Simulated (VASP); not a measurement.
Level of theory: PBE GGA, VASP's PBE PAW potentials (set 64) (plane waves; VASP).

Input for VASP

**POSCAR**
```
AlN
1.0
  0.0000000000   2.1129898431   2.1129898431
  2.1129898431   0.0000000000   2.1129898431
  2.1129898431   2.1129898431   0.0000000000
Al N
1 1
Cart
  0.0000000000   0.0000000000   0.0000000000
  1.0564949215   1.0564949215   1.0564949215
```

### INCAR
```
! general
SYSTEM =AlN
PREC   =Accurate
ENCUT  =620
LREAL  =.FALSE.
LASPH  =.TRUE.

! electronic loop
EDIFF  =1E-6
NELM   =100
ALGO   =Normal

! smearing
ISMEAR =0
SIGMA  =0.05

! functional
GGA    =PE

! ions
IBRION =2
NSW    =40
ISIF   =3
EDIFFG =-0.02
PSTRESS=450

! output
LWAVE  =.FALSE.
LCHARG =.FALSE.
```

File KPOINTS:
```
Automatic mesh
0
G
  11 11 11
0 0 0
```

POTCAR, in this order: Al N (PBE.64 set). Program: vasp_std.

The run wrote:

### OUTCAR
```
 ion  position               nearest neighbor table
   1  0.000  0.000  0.000-   2 1.83   2 1.83   2 1.83   2 1.83
   2  0.250  0.250  0.250-   1 1.83   1 1.83   1 1.83   1 1.83
  LATTYP: Found a face centered cubic cell.
 ALAT       =     4.2259796862
 Subroutine PRICEL returns:
 Original cell was already a primitive cell.
 Subroutine GETGRP returns: Found 24 space group operations
The static configuration has the point symmetry T_d .
The dynamic configuration has the point symmetry T_d .
 Subroutine INISYM returns: Found 24 space group operations
 Subroutine IBZKPT returns following result:
 Found     56 irreducible k-points:

 Following reciprocal coordinates:
            Coordinates               Weight
  0.000000  0.000000  0.000000      1.000000
  0.090909  0.000000  0.000000      8.000000
  0.181818  0.000000  0.000000      8.000000
  0.272727  0.000000  0.000000      8.000000
  0.363636  0.000000  0.000000      8.000000
  0.454545  0.000000  0.000000      8.000000
  0.090909  0.090909  0.000000      6.000000
  0.181818  0.090909  0.000000     24.000000
  0.272727  0.090909  0.000000     24.000000
...
```

File OSZICAR:
```
       N       E                     dE             d eps       ncg     rms          rms(c)
DAV:   1     0.167427009762E+02    0.16743E+02   -0.46715E+03   896   0.988E+02
DAV:   2    -0.165909337943E+02   -0.33334E+02   -0.32046E+02  1200   0.179E+02
DAV:   3    -0.172321642208E+02   -0.64123E+00   -0.64123E+00  1000   0.308E+01
DAV:   4    -0.172343587479E+02   -0.21945E-02   -0.21945E-02  1440   0.174E+00
DAV:   5    -0.172343627588E+02   -0.40109E-05   -0.40109E-05   976   0.461E-02    0.914E+00
DAV:   6    -0.146697308518E+02    0.25646E+01   -0.13233E+01  1064   0.260E+01    0.308E+00
DAV:   7    -0.146473054451E+02    0.22425E-01   -0.16970E-01  1048   0.385E+00    0.211E+00
DAV:   8    -0.146412370376E+02    0.60684E-02   -0.17440E-02   952   0.192E+00    0.390E-01
DAV:   9    -0.146409974104E+02    0.23963E-03   -0.67928E-04  1360   0.219E-01    0.212E-01
DAV:  10    -0.146410849840E+02   -0.87574E-04   -0.24369E-04   960   0.137E-01    0.368E-02
DAV:  11    -0.146410826796E+02    0.23044E-05   -0.11396E-05  1176   0.271E-02    0.130E-02
DAV:  12    -0.146410830869E+02   -0.40731E-06   -0.89988E-07   728   0.103E-02
   1 F= -.93417142E+01 E0= -.93417142E+01  d E =-.934171E+01
       N       E                     dE             d eps       ncg     rms          rms(c)
DAV:   1    -0.142267171230E+02    0.41437E+00   -0.97342E+00   904   0.310E+01    0.416E+00
DAV:   2    -0.138840478081E+02    0.34267E+00   -0.15374E+00  1008   0.989E+00    0.127E+00
DAV:   3    -0.138753400889E+02    0.87077E-02   -0.58913E-02  1200   0.232E+00    0.351E-01
DAV:   4    -0.138735547303E+02    0.17854E-02   -0.10891E-03  1024   0.412E-01    0.185E-01
DAV:   5    -0.138731532140E+02    0.40152E-03   -0.31488E-04  1040   0.223E-01    0.829E-02
DAV:   6    -0.138731526151E+02    0.59892E-06   -0.26423E-06  1192   0.202E-02
   2 F= -.92285495E+01 E0= -.92285495E+01  d E =0.113165E+00
       N       E                     dE             d eps       ncg     rms          rms(c)
DAV:   1    -0.146051081312E+02   -0.73195E+00   -0.40599E+00   904   0.190E+01    0.270E+00
DAV:   2    -0.144546319341E+02    0.15048E+00   -0.75487E-01   952   0.674E+00    0.728E-01
DAV:   3    -0.144519348233E+02    0.26971E-02   -0.18204E-02  1168   0.133E+00    0.217E-01
DAV:   4    -0.144510528816E+02    0.88194E-03   -0.49091E-04   960   0.274E-01    0.874E-02
DAV:   5    -0.144509103849E+02    0.14250E-03   -0.11136E-04  1016   0.119E-01    0.519E-02
DAV:   6    -0.144509094184E+02    0.96659E-06   -0.17016E-06  1128   0.142E-02
   3 F= -.93830329E+01 E0= -.93830329E+01  d E =-.413188E-01
       N       E                     dE             d eps       ncg     rms          rms(c)
DAV:   1    -0.144447658920E+02    0.61445E-02   -0.76369E-04   904   0.268E-01    0.369E-02
DAV:   2    -0.144447369024E+02    0.28990E-04   -0.14709E-04   968   0.929E-02    0.886E-03
DAV:   3    -0.144447367015E+02    0.20096E-06   -0.37035E-06  1008   0.191E-02
   4 F= -.93830618E+01 E0= -.93830618E+01  d E =-.413477E-01
```

OUTCAR:
```
------------------------ aborting loop because EDIFF is reached ----------------------------------------
  FORCE on cell =-STRESS in cart. coord.  units (eV):
  Direction    XX          YY          ZZ          XY          YZ          ZX
  --------------------------------------------------------------------------------------
  Total        5.0630727      5.0630727      5.0630727      0.0000000      0.0000000      0.0000000
  in kB      450.1242658    450.1242658    450.1242658      0.0000000      0.0000000      0.0000000
  external PRESSURE =       0.1242658 kB  Pullay stress =     450.0000000 kB
  volume of cell :       18.02
      direct lattice vectors                 reciprocal lattice vectors
     0.000000000  2.080913879  2.080913879    -0.240279045  0.240279045  0.240279045
     2.080913879 -0.000000000  2.080913879     0.240279045 -0.240279045  0.240279045
     2.080913879  2.080913879 -0.000000000     0.240279045  0.240279045 -0.240279045
  FREE ENERGIE OF THE ION-ELECTRON SYSTEM (eV)
  ---------------------------------------------------
  free  energy   TOTEN  =       -14.4447367015 eV

  energy  without entropy=      -14.4447367015  energy(sigma->0) =      -14.44473670
  enthalpy is  TOTEN    =        -9.3830618083 eV   P V=        5.0616748932

 reached required accuracy - stopping structural energy minimisation
```
(Selected blocks of OUTCAR.)

CONTCAR:
```
AlN
   1.00000000000000
     0.0000000000000000    2.0809138788443415    2.0809138788443415
     2.0809138788443415   -0.0000000000000000    2.0809138788443415
     2.0809138788443415    2.0809138788443415   -0.0000000000000000
  Al              N
     1     1
Direct
     1.0000000000000000    1.0000000000000000    1.0000000000000000
     0.2500000000000000    0.2500000000000000    0.2500000000000000
```

Energy and stress use the plane-wave basis of the starting cell.

The compound is AlN in the zinc blende structure, a metastable form; wurtzite is the usual one. This run relaxes it under an external pressure of 45 GPa. Symmetry was kept, so distortions that lower it aren't found.
